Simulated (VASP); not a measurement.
Level of theory: PBEsol GGA, VASP's PBE PAW potentials (set 64) (plane waves; VASP 6.6.1).

The input files of a VASP run:

File KPOINTS:
```
kpoints
0
Gamma
  19 19 10
```

File POSCAR:
```
Co
1
    2.4553364567     0.0000000000     0.0000000000
   -1.2276682284     2.1263839674     0.0000000000
    0.0000000000     0.0000000000     3.9603963910
Co
2
Direct
  0.6666670000   0.3333330000   0.7500000000
  0.3333330000   0.6666670000   0.2500000000
```

**INCAR**
```
SYSTEM  =  Co
PREC  =  Normal; ENCUT  =  400; LREAL  =  .False.
LASPH  =  .True.
EDIFF  =  1E-5; NELM  =  100; NELMIN  =  4
ALGO  =  Fast; LMAXMIX  =  4
ISMEAR  =  1; SIGMA  =  0.1
GGA  =  PS
ISPIN  =  2; MAGMOM  =  2*1.8
IBRION  =  2; NSW  =  20; ISIF  =  2
EDIFFG  =  -0.03
LWAVE  =  .False.; LCHARG  =  .False.; LORBIT  =  10
```

POTCAR, in this order: Co (PBE.64 set). Program: vasp_std.

The resulting files:

File OUTCAR:
```
 ion  position               nearest neighbor table
   1  0.667  0.333  0.750-   2 2.44   2 2.44   2 2.44   2 2.44   2 2.44   2 2.44
   2  0.333  0.667  0.250-   1 2.44   1 2.44   1 2.44   1 2.44   1 2.44   1 2.44
  LATTYP: Found a hexagonal cell.
 ALAT       =     2.4553364567
 C/A-ratio  =     1.6129750284
 Subroutine PRICEL returns:
 Original cell was already a primitive cell.
 Subroutine GETGRP returns: Found 24 space group operations
The static configuration has the point symmetry D_3d.
 The point group associated with its full space group is D_6h.
The dynamic configuration has the point symmetry D_3d.
The overall configuration has the point symmetry D_3d.
 Subroutine INISYM returns: Found 24 space group operations
 Subroutine IBZKPT returns following result:
 Found    240 irreducible k-points:

 Following reciprocal coordinates:
            Coordinates               Weight
  0.000000  0.000000  0.000000      1.000000
  0.052632  0.000000  0.000000      6.000000
  0.105263  0.000000  0.000000      6.000000
  0.157895  0.000000  0.000000      6.000000
  0.210526  0.000000  0.000000      6.000000
  0.263158  0.000000  0.000000      6.000000
  0.315789  0.000000  0.000000      6.000000
  0.368421  0.000000  0.000000      6.000000
  0.421053  0.000000  0.000000      6.000000
  0.473684  0.000000  0.000000      6.000000
  0.052632  0.052632  0.000000      6.000000
  0.105263  0.052632  0.000000     12.000000
  0.157895  0.052632  0.000000     12.000000
  0.210526  0.052632  0.000000     12.000000
  0.263158  0.052632  0.000000     12.000000
  0.315789  0.052632  0.000000     12.000000
  0.368421  0.052632  0.000000     12.000000
  0.421053  0.052632  0.000000     12.000000
  0.473684  0.052632  0.000000      6.000000
  0.105263  0.105263  0.000000      6.000000
  0.157895  0.105263  0.000000     12.000000
  0.210526  0.105263  0.000000     12.000000
  0.263158  0.105263  0.000000     12.000000
  0.315789  0.105263  0.000000     12.000000
  0.368421  0.105263  0.000000     12.000000
  0.421053  0.105263  0.000000     12.000000
  0.157895  0.157895  0.000000      6.000000
  0.210526  0.157895  0.000000     12.000000
  0.263158  0.157895  0.000000     12.000000
  0.315789  0.157895  0.000000     12.000000
  0.368421  0.157895  0.000000     12.000000
  0.421053  0.157895  0.000000      6.000000
  0.210526  0.210526  0.000000      6.000000
  0.263158  0.210526  0.000000     12.000000
  0.315789  0.210526  0.000000     12.000000
  0.368421  0.210526  0.000000     12.000000
  0.263158  0.263158  0.000000      6.000000
  0.315789  0.263158  0.000000     12.000000
  0.368421  0.263158  0.000000      6.000000
  0.315789  0.315789  0.000000      6.000000
   k-points           NKPTS =    240   k-points in BZ     NKDIM =    240   number of bands    NBANDS=     15
   number of dos      NEDOS =    301   number of ions     NIONS =      2
   total plane-waves  NPLWV =   2880
   dimension x,y,z NGX =    12 NGY =   12 NGZ =   20
   dimension x,y,z NGXF=    24 NGYF=   24 NGZF=   40
   ions per type =               2
   PREC   = normal    normal or accurate (medium, high low for compatibility)
   ISTART =      0    job   : 0-new  1-cont  2-samecut
   ICHARG =      2    charge: 1-file 2-atom 10-const
   ISPIN  =      2    spin polarized calculation?
   LNONCOLLINEAR =      F non collinear calculations
   LSORBIT =      F    spin-orbit coupling
   INIWAV =      1    electr: 0-lowe 1-rand  2-diag
   ENCUT  =  400.0 eV  29.40 Ry    5.42 a.u.   4.00  4.00  6.46*2*pi/ulx,y,z
   NELM   =    100;   NELMIN=  4; NELMDL= -5     # of ELM steps
   EDIFF  = 0.1E-04   stopping-criterion for ELM
...
```

OSZICAR:
```
       N       E                     dE             d eps       ncg     rms          rms(c)
DAV:   1     0.677812761386E+02    0.67781E+02   -0.70027E+03 14887   0.133E+03
DAV:   2    -0.161521260097E+02   -0.83933E+02   -0.77529E+02 14421   0.238E+02
DAV:   3    -0.179450255475E+02   -0.17929E+01   -0.17458E+01 17326   0.485E+01
DAV:   4    -0.179746264798E+02   -0.29601E-01   -0.29595E-01 20615   0.473E+00
DAV:   5    -0.179748395923E+02   -0.21311E-03   -0.21310E-03 17943   0.382E-01    0.165E+01
RMM:   6    -0.158805849730E+02    0.20943E+01   -0.14276E+01 14400   0.543E+01    0.747E+00
RMM:   7    -0.155231466243E+02    0.35744E+00   -0.19052E+00 14400   0.220E+01    0.435E+00
RMM:   8    -0.154911862444E+02    0.31960E-01   -0.60215E-02 14787   0.186E+00    0.180E+00
RMM:   9    -0.154763728077E+02    0.14813E-01   -0.14340E-02 15190   0.865E-01    0.502E-01
RMM:  10    -0.154757800299E+02    0.59278E-03   -0.23699E-03 15252   0.524E-01    0.153E-01
RMM:  11    -0.154758001449E+02   -0.20115E-04   -0.77063E-04 16603   0.184E-01    0.633E-02
RMM:  12    -0.154758043658E+02   -0.42209E-05   -0.10319E-04 13478   0.780E-02    0.450E-02
RMM:  13    -0.154758036546E+02    0.71123E-06   -0.24562E-05 10303   0.633E-02
   1 F= -.15475804E+02 E0= -.15475563E+02  d E =-.154758E+02  mag=     3.1099
```

OUTCAR:
```
------------------------ aborting loop because EDIFF is reached ----------------------------------------
  FORCE on cell =-STRESS in cart. coord.  units (eV):
  Direction    XX          YY          ZZ          XY          YZ          ZX
  --------------------------------------------------------------------------------------
  Total       -0.2667645     -0.2667645     -0.1916155      0.0000000      0.0000000      0.0000000
  in kB      -20.6703223    -20.6703266    -14.8473807      0.0000000      0.0000000      0.0000000
  external PRESSURE =     -18.7293432 kB  Pullay stress =       0.0000000 kB
  volume of cell :       20.68
      direct lattice vectors                 reciprocal lattice vectors
     2.455336457  0.000000000  0.000000000     0.407276159  0.235140975  0.000000000
    -1.227668228  2.126383967  0.000000000     0.000000000  0.470281951  0.000000000
     0.000000000  0.000000000  3.960396391     0.000000000  0.000000000  0.252499978
 POSITION                                       TOTAL-FORCE (eV/Angst)
 -----------------------------------------------------------------------------------
      1.22767      0.70879      2.97030        -0.000000      0.000000      0.000000
     -0.00000      1.41759      0.99010         0.000000     -0.000000      0.000000
 -----------------------------------------------------------------------------------
    total drift:                                0.000024     -0.000014     -0.000020
  FREE ENERGIE OF THE ION-ELECTRON SYSTEM (eV)
  ---------------------------------------------------
  free  energy   TOTEN  =       -15.4758036546 eV

  energy  without entropy=      -15.4750824927  energy(sigma->0) =      -15.47556327

 total charge

# of ion       s       p       d       tot
------------------------------------------
    1        0.510   0.568   7.290   8.368
    2        0.510   0.568   7.290   8.368
--------------------------------------------------
tot          1.020   1.135  14.580  16.735

 magnetization (x)

# of ion       s       p       d       tot
------------------------------------------
    1       -0.015  -0.052   1.629   1.561
    2       -0.015  -0.052   1.629   1.561
--------------------------------------------------
tot         -0.031  -0.104   3.257   3.122

 reached required accuracy - stopping structural energy minimisation
```
(Selected blocks of OUTCAR.)

The compound is Co in the hcp structure. It was relaxed first, which changed the volume by -7 %.
